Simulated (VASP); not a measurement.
# AsIr (Pm-3m) in VASP: single point with r2SCAN

Aim: the single point of AsIr with r2SCAN.

Everything below comes from runs of VASP 6.6.1. Logs are shortened: lines on timing, memory, paths and dates and some standing lists are left out, and cuts for length are marked.

**1. The structure**

Symmetry: Pm-3m, No. 221, cubic system. The conventional cell has a = 3.083 Å, b = 3.083 Å, c = 3.083 Å, α = 90.00°, β = 90.00°, γ = 90.00°. Ir (site symmetry m-3m) is surrounded by 8 As at 2.67 Å. Around As (site symmetry m-3m) lie 8 Ir at 2.67 Å.

The cell was built by a generator and needn't be a form met in nature.

**2. Single point, r2SCAN**

POSCAR

```
AsIr
1.0
    3.0825710000      0.0000000000      0.0000000000
    0.0000000000      3.0825710000      0.0000000000
    0.0000000000      0.0000000000      3.0825710000
Ir As
1 1
Direct
    0.5000000000      0.5000000000      0.5000000000
    0.0000000000      0.0000000000      0.0000000000
```

INCAR.step1

```
SYSTEM = AsIr
ALGO = Normal ; EDIFF = 1E-4
ENCUT = 520 ; GGA = PE
ISMEAR = 1 ; LASPH = .TRUE.
LCHARG = .FALSE. ; LREAL = .FALSE.
LWAVE = .TRUE. ; NBANDS = 14
NELM = 100 ; PREC = Accurate
SIGMA = 0.134
```

INCAR.step2

```
SYSTEM = AsIr
ALGO = Normal ; EDIFF = 1E-6
ENCUT = 520 ; ISIF = 2
ISMEAR = 1 ; ISTART = 1
LASPH = .TRUE. ; LCHARG = .FALSE.
LMIXTAU = .TRUE. ; LREAL = .FALSE.
LWAVE = .FALSE. ; METAGGA = R2SCAN
NBANDS = 14 ; NELM = 100
PREC = Accurate ; SIGMA = 0.134
```

KPOINTS

```
k-points
0
G
  11 11 11
  0 0 0
```

Potentials or basis: VASP PAW PBE potentials, release 64 (Ir, As).

Started as:

```bash
$ cat potpaw_PBE.64/Ir/POTCAR potpaw_PBE.64/As/POTCAR > POTCAR
$ cp INCAR.step1 INCAR
$ mpirun -np 1 vasp_std > vasp.out
$ cp INCAR.step2 INCAR
$ mpirun -np 1 vasp_std > vasp.out
```

OUTCAR:

```text
SYSTEM = AsIr
   EDIFF = 1E-6
   ENCUT = 520
   ISIF = 2
   ISMEAR = 1
   ISTART = 1
   LASPH = .TRUE.
   LREAL = .FALSE.
   METAGGA = R2SCAN
   NELM = 100
   PREC = Accurate

 ion  position               nearest neighbor table
   1  0.500  0.500  0.500-   2 2.67   2 2.67   2 2.67   2 2.67   2 2.67   2 2.67   2 2.67   2 2.67

   2  0.000  0.000  0.000-   1 2.67   1 2.67   1 2.67   1 2.67   1 2.67   1 2.67   1 2.67   1 2.67

  LATTYP: Found a simple cubic cell.
 ALAT       =     3.0825710000

  Lattice vectors:

 A1 = (   3.0825710000,   0.0000000000,   0.0000000000)
 A2 = (   0.0000000000,   3.0825710000,   0.0000000000)
 A3 = (   0.0000000000,   0.0000000000,   3.0825710000)

Analysis of symmetry for initial positions (statically):
=====================================================================
 Subroutine PRICEL returns:
 Original cell was already a primitive cell.

 Routine SETGRP: Setting up the symmetry group for a
 simple cubic supercell.

 Subroutine GETGRP returns: Found 48 space group operations
 (whereof 48 operations were pure point group operations)
 out of a pool of 48 trial point group operations.

The static configuration has the point symmetry O_h .

Analysis of symmetry for dynamics (positions and initial velocities):
=====================================================================
 Subroutine PRICEL returns:
 Original cell was already a primitive cell.

 Routine SETGRP: Setting up the symmetry group for a
 simple cubic supercell.

 Subroutine GETGRP returns: Found 48 space group operations
 (whereof 48 operations were pure point group operations)
 out of a pool of 48 trial point group operations.

The dynamic configuration has the point symmetry O_h .

 Subroutine INISYM returns: Found 48 space group operations
 (whereof 48 operations are pure point group operations),
 and found     1 'primitive' translations

----------------------------------------------------------------------------------------

                                     Primitive cell

  volume of cell :      29.2913

  direct lattice vectors                    reciprocal lattice vectors
     3.082571000  0.000000000  0.000000000     0.324404531  0.000000000  0.000000000
     0.000000000  3.082571000  0.000000000     0.000000000  0.324404531  0.000000000
     0.000000000  0.000000000  3.082571000     0.000000000  0.000000000  0.324404531

  length of vectors
     3.082571000  3.082571000  3.082571000     0.324404531  0.324404531  0.324404531

  position of ions in fractional coordinates (direct lattice)
     0.500000000  0.500000000  0.500000000
     0.000000000  0.000000000  0.000000000

  ion indices of the primitive-cell ions
   primitive index   ion index
                 1           1
                 2           2

----------------------------------------------------------------------------------------

 KPOINTS: k-points

Automatic generation of k-mesh.
 Grid dimensions read from file:
 generate k-points for:   11   11   11

 Generating k-lattice:

  Cartesian coordinates                     Fractional coordinates (reciprocal lattice)
     0.029491321  0.000000000  0.000000000     0.090909091  0.000000000  0.000000000
     0.000000000  0.029491321  0.000000000     0.000000000  0.090909091  0.000000000
     0.000000000  0.000000000  0.029491321     0.000000000  0.000000000  0.090909091

  Length of vectors
     0.029491321  0.029491321  0.029491321

  Shift w.r.t. Gamma in fractional coordinates (k-lattice)
     0.000000000  0.000000000  0.000000000

 Subroutine IBZKPT returns following result:
 ===========================================

 Found     56 irreducible k-points:

 Following reciprocal coordinates:
            Coordinates               Weight
  0.000000  0.000000  0.000000      1.000000
  0.090909  0.000000  0.000000      6.000000
  0.181818  0.000000  0.000000      6.000000
  0.272727  0.000000  0.000000      6.000000
  0.363636  0.000000  0.000000      6.000000
  0.454545  0.000000  0.000000      6.000000
[... 16 lines left out ...]
  0.181818  0.090909  0.090909     24.000000
  0.272727  0.090909  0.090909     24.000000
 [... further k-points ...]
   k-points           NKPTS =     56   k-points in BZ     NKDIM =     56   number of bands    NBANDS=     14
   number of dos      NEDOS =    301   number of ions     NIONS =      2
   total plane-waves  NPLWV =  13824
   dimension x,y,z NGX =    24 NGY =   24 NGZ =   24
   dimension x,y,z NGXF=    48 NGYF=   48 NGZF=   48
   ions per type =               1   1
   NGX,Y,Z   is equivalent  to a cutoff of  12.94, 12.94, 12.94 a.u.
   NGXF,Y,Z  is equivalent  to a cutoff of  25.89, 25.89, 25.89 a.u.
 SYSTEM =  AsIr
   PREC   = accura    normal or accurate (medium, high low for compatibility)
   ISTART =      1    job   : 0-new  1-cont  2-samecut
   ICHARG =      0    charge: 1-file 2-atom 10-const
   ISPIN  =      1    spin polarized calculation?
   LNONCOLLINEAR =      F non collinear calculations
   LSORBIT =      F    spin-orbit coupling
   LASPH  =      T    aspherical Exc in radial PAW
   ENCUT  =  520.0 eV  38.22 Ry    6.18 a.u.   5.73  5.73  5.73*2*pi/ulx,y,z
   NELM   =    100;   NELMIN=  2; NELMDL=  0     # of ELM steps
   EDIFF  = 0.1E-05   stopping-criterion for ELM
   LREAL  =      F    real-space projection
   EDIFFG = 0.1E-04   stopping-criterion for IOM
   NSW    =      0    number of steps for IOM
   IBRION =     -1    ionic relax: 0-MD 1-quasi-New 2-CG
   NFREE  =      0    steps in history (QN), initial steepest desc. (CG)
   ISIF   =      2    stress and relaxation
   ISYM   =      2    0-nonsym 1-usesym 2-fastsym
   POTIM  = 0.5000    time-step for ionic-motion
   TEBEG  =    0.0;   TEEND  =   0.0 temperature during run
   PSTRESS=    0.0 pullay stress
   NELECT =      14.0000    total number of electrons
   NUPDOWN=      -1.0000    fix difference up-down
   EMIN   =  10.00;   EMAX   =-10.00  energy-range for DOS
   EFERMI =   0.00;   METHOD = LEGACY
   ISMEAR =     1;   SIGMA  =   0.13  broadening in eV -4-tet -1-fermi 0-gaus
   EFERMI_NEDOS =   21; number of points for ismear=-14 and -15
   IALGO  =     38    algorithm
   IMIX   =      4    mixing-type and parameters
     AMIX     =   0.40;   BMIX     =  1.00
     AMIX_MAG =   1.60;   BMIX_MAG =  1.00
  volume/ion in A,a.u.               =      14.65        98.83
  Fermi-wavevector in a.u.,A,eV,Ry     =   1.279984  2.418818 22.291216  1.638358
  Thomas-Fermi vector in A             =   2.412438
   LORBIT       =      0    0 simple, 1 ext, 2 COOP (PROOUT), +10 PAW based schemes
   METAGGA = R2SCAN    functional components
   LHFCALC =     F    Hartree Fock is set to
   AEXX    =    0.0000 exact exchange contribution
   IVDW    =     0    specifies the selected vdW correction
   LEPSILON=     F    determine dielectric tensor
   LRPA    =     F    only Hartree local field effects (RPA)
 non-spin polarized calculation
 Methfessel and Paxton  Order N= 1 SIGMA  =   0.13
  energy-cutoff  :      520.00
  volume of cell :       29.29
 maximum number of plane-waves:       812
 NGX is ok and might be reduce to    24
   NGX = 11   NGY = 11   NGZ = 11

 number of electron      14.0000000 magnetization

 Free energy of the ion-electron system (eV)
  ---------------------------------------------------
  ext. energy  EPLUGINS =         0.00000000
  ---------------------------------------------------
  free energy    TOTEN  =       -66.30155772 eV

  energy without entropy =      -66.30230794  energy(sigma->0) =      -66.30180779

 E-fermi :   9.6226     XC(G=0): -13.8256

 val. band max:        9.6225914770   @ k =   0.1818   0.1818   0.0000
 cond. band min:       9.7016816698   @ k =   0.4545   0.4545   0.0000
 fundamental gap:      0.0790901928
 Fermi energy:         9.6226029462

 k-point     1 :       0.0000    0.0000    0.0000
  band No.  band energies     occupation
      1      -6.5061      2.00000
      2       4.4041      2.00000
      3       4.4041      2.00000
      4       8.0526      2.00000
      5       8.0526      2.00000
      6       8.0526      2.00000
      7       9.5716      1.59499
      8       9.5716      1.59499
      9       9.5716      1.59499
     10      13.6410      0.00000
     11      19.9726      0.00000
     12      19.9726      0.00000
     13      27.9502      0.00000
     14      27.9502      0.00000

 k-point     2 :       0.0909    0.0000    0.0000
  band No.  band energies     occupation
      1      -6.3636      2.00000
      2       4.3209      2.00000
      3       4.4515      2.00000
      4       7.5151      2.00000
      5       7.5151      2.00000
      6       8.0685      2.00000
      7       8.8548      2.00000
      8      10.2334     -0.00000
      9      10.2334     -0.00000
     10      14.4314      0.00000
     11      19.6063      0.00000
     12      20.4242      0.00000
     13      27.1232      0.00000
     14      27.1232      0.00000

 k-point     3 :       0.1818    0.0000    0.0000
  band No.  band energies     occupation
      1      -5.9446      2.00000
      2       3.7811      2.00000
      3       4.5829      2.00000
      4       6.7131      2.00000
      5       6.7131      2.00000
      6       8.0665      2.00000
      7       8.1115      2.00000
      8      11.4126     -0.00000
      9      11.4126     -0.00000
     10      15.6025      0.00000
     11      18.7379      0.00000
     12      21.8010      0.00000
     13      24.8867      0.00000
     14      24.8867      0.00000
[... 324 lines left out ...]
 k-point    23 :       0.1818    0.0909    0.0909
  band No.  band energies     occupation
      1      -5.6823      2.00000
      2       3.9320      2.00000
      3       4.5097      2.00000
      4       5.9041      2.00000
      5       6.6167      2.00000
      6       7.5573      2.00000
      7       9.0882      2.00000
      8      10.7555     -0.00000
      9      11.2963     -0.00000
     10      17.1564      0.00000
     11      19.4101      0.00000
     12      21.5679      0.00000
     13      22.8614      0.00000
     14      24.3795      0.00000

 k-point    24 :       0.2727    0.0909    0.0909
  band No.  band energies     occupation
      1      -5.0463      2.00000
      2       2.7033      2.00000
      3       4.6703      2.00000
      4       5.8269      2.00000
      5       5.9446      2.00000
      6       7.7265      2.00000
      7       8.7164      2.00000
      8      11.6134     -0.00000
      9      12.5350      0.00000
     10      17.7548      0.00000
     11      18.5830      0.00000
     12      20.8160      0.00000
     13      22.4463      0.00000
     14      23.8505      0.00000

 [... further k-points ...]

------------------------ aborting loop because EDIFF is reached ----------------------------------------

  FORCE on cell =-STRESS in cart. coord.  units (eV):
  Direction    XX          YY          ZZ          XY          YZ          ZX
  --------------------------------------------------------------------------------------
  -------------------------------------------------------------------------------------
  Total        1.7050720      1.7050720      1.7050720      0.0000000      0.0000000      0.0000000
  in kB       93.2640019     93.2640019     93.2640019      0.0000000      0.0000000      0.0000000
  external PRESSURE =      93.2640019 kB  Pullay stress =       0.0000000 kB

 VOLUME and BASIS-vectors are now :
 -----------------------------------------------------------------------------
  energy-cutoff  :      520.00
  volume of cell :       29.29
      direct lattice vectors                 reciprocal lattice vectors
     3.082571000  0.000000000  0.000000000     0.324404531  0.000000000  0.000000000
     0.000000000  3.082571000  0.000000000     0.000000000  0.324404531  0.000000000
     0.000000000  0.000000000  3.082571000     0.000000000  0.000000000  0.324404531

 POSITION                                       TOTAL-FORCE (eV/Angst)
 -----------------------------------------------------------------------------------
      1.54129      1.54129      1.54129         0.000000      0.000000      0.000000
      0.00000      0.00000      0.00000         0.000000      0.000000      0.000000
 -----------------------------------------------------------------------------------
    total drift:                                0.000000     -0.000000     -0.000000

  FREE ENERGIE OF THE ION-ELECTRON SYSTEM (eV)
  ---------------------------------------------------
  free  energy   TOTEN  =       -66.3015577161 eV

  energy  without entropy=      -66.3023079369  energy(sigma->0) =      -66.30180779
```

Run time: 24 s. Hardware: 1 thread of Intel Xeon 6975P-C (Granite Rapids), shared host; peak memory 0.16 GiB.

What came out:

```yaml
Free_energy: -66.3016 eV
Pressure: 9.3 GPa
Band_gap_on_the_k_mesh: none (metal or under the smearing width)
```

Caveat: the PAW data sets were made with another functional, which shifts forces and pressure a little.
